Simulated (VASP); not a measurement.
Computed with PBE GGA, VASP's PBE PAW potentials (set 64) (plane waves; VASP 6.6.1).

The input files of a VASP run:

File KPOINTS:
```
Regular mesh
0
Gamma
  14 14 8
```

File POSCAR:
```
Ti
1
    1.4475931146    -2.5073048803    -0.0000000000
    1.4475931146     2.5073048803    -0.0000000000
    0.0000000000     0.0000000000     4.5854474136
Ti
2
Direct
  0.3333330000   0.6666670000   0.2500000000
  0.6666670000   0.3333330000   0.7500000000
```

INCAR:
```
ALGO = Normal
EDIFF = 1E-6
EDIFFG = -0.02
ENCUT = 500
GGA = PE
IBRION = 2
ISIF = 3
ISMEAR = 1
LASPH = T
LCHARG = F
LMAXMIX = 4
LREAL = F
LWAVE = F
NELM = 100
NSW = 40
PREC = Accurate
PSTRESS = 50
SIGMA = 0.1
SYSTEM = Ti
```

POTCAR, in this order: Ti_sv (PBE.64 set). Program: vasp_std.

Output of the run:

File OUTCAR:
```
 ion  position               nearest neighbor table
   1  0.333  0.667  0.250-   2 2.84   2 2.84   2 2.84   2 2.84   2 2.84   2 2.84
   2  0.667  0.333  0.750-   1 2.84   1 2.84   1 2.84   1 2.84   1 2.84   1 2.84
  LATTYP: Found a hexagonal cell.
 ALAT       =     2.8951862787
 C/A-ratio  =     1.5838177486
 Subroutine PRICEL returns:
 Original cell was already a primitive cell.
 Subroutine GETGRP returns: Found 24 space group operations
The static configuration has the point symmetry D_3d.
 The point group associated with its full space group is D_6h.
The dynamic configuration has the point symmetry D_3d.
 Subroutine INISYM returns: Found 24 space group operations
 Subroutine IBZKPT returns following result:
 Found    120 irreducible k-points:

 Following reciprocal coordinates:
            Coordinates               Weight
  0.000000  0.000000  0.000000      1.000000
  0.071429  0.000000  0.000000      6.000000
  0.142857  0.000000  0.000000      6.000000
  0.214286 -0.000000  0.000000      6.000000
  0.285714  0.000000  0.000000      6.000000
  0.357143  0.000000  0.000000      6.000000
  0.428571 -0.000000  0.000000      6.000000
...
```

File OSZICAR:
```
       N       E                     dE             d eps       ncg     rms          rms(c)
DAV:   1     0.246563278529E+03    0.24656E+03   -0.13407E+04  3848   0.184E+03
DAV:   2     0.106642504941E+02   -0.23590E+03   -0.23441E+03  4016   0.490E+02
DAV:   3    -0.164571584705E+02   -0.27121E+02   -0.26904E+02  7560   0.135E+02
DAV:   4    -0.175286640499E+02   -0.10715E+01   -0.10714E+01  3912   0.285E+01
DAV:   5    -0.175887808215E+02   -0.60117E-01   -0.60114E-01  6360   0.463E+00    0.124E+01
DAV:   6    -0.156401801023E+02    0.19486E+01   -0.71879E+00  4520   0.319E+01    0.326E+00
DAV:   7    -0.156282172766E+02    0.11963E-01   -0.81528E-01  5784   0.789E+00    0.208E+00
DAV:   8    -0.156601846382E+02   -0.31967E-01   -0.22968E-01  4440   0.633E+00    0.728E-01
DAV:   9    -0.156509859816E+02    0.91987E-02   -0.52050E-02  4592   0.272E+00    0.699E-02
DAV:  10    -0.156512932016E+02   -0.30722E-03   -0.28229E-03  6016   0.439E-01    0.852E-02
DAV:  11    -0.156513024271E+02   -0.92255E-05   -0.18239E-04  5048   0.133E-01    0.303E-02
DAV:  12    -0.156512906930E+02    0.11734E-04   -0.32931E-05  4888   0.534E-02    0.156E-03
DAV:  13    -0.156512922816E+02   -0.15886E-05   -0.70398E-07  2968   0.856E-03    0.980E-04
DAV:  14    -0.156512932460E+02   -0.96431E-06   -0.24294E-07  2336   0.501E-03
   1 F= -.14612510E+02 E0= -.14613261E+02  d E =-.146125E+02
```

**OUTCAR**
```
------------------------ aborting loop because EDIFF is reached ----------------------------------------
  FORCE on cell =-STRESS in cart. coord.  units (eV):
  Direction    XX          YY          ZZ          XY          YZ          ZX
  --------------------------------------------------------------------------------------
  Total        1.0234027      1.0234028      1.0317195      0.0000000      0.0000000      0.0000000
  in kB       49.2597024     49.2597047     49.6600141      0.0000000      0.0000000      0.0000000
  external PRESSURE =      -0.6068596 kB  Pullay stress =      50.0000000 kB
  volume of cell :       33.29
      direct lattice vectors                 reciprocal lattice vectors
     1.447593115 -2.507304880  0.000000000     0.345400924 -0.199417312  0.000000000
     1.447593115  2.507304880  0.000000000     0.345400924  0.199417312  0.000000000
     0.000000000  0.000000000  4.585447414     0.000000000  0.000000000  0.218081227
 POSITION                                       TOTAL-FORCE (eV/Angst)
 -----------------------------------------------------------------------------------
      1.44759      0.83577      1.14636         0.000000      0.000000      0.000000
      1.44759     -0.83577      3.43909        -0.000000      0.000000      0.000000
 -----------------------------------------------------------------------------------
    total drift:                                0.000174      0.001055     -0.000018
  FREE ENERGIE OF THE ION-ELECTRON SYSTEM (eV)
  ---------------------------------------------------
  free  energy   TOTEN  =       -15.6512932460 eV

  energy  without entropy=      -15.6535446246  energy(sigma->0) =      -15.65204371
  enthalpy is  TOTEN    =       -14.6125103513 eV   P V=        1.0387828947

 reached required accuracy - stopping structural energy minimisation
```
(Selected blocks of OUTCAR.)

The compound is Ti in the hcp structure. It was relaxed first under an external pressure of 5 GPa.
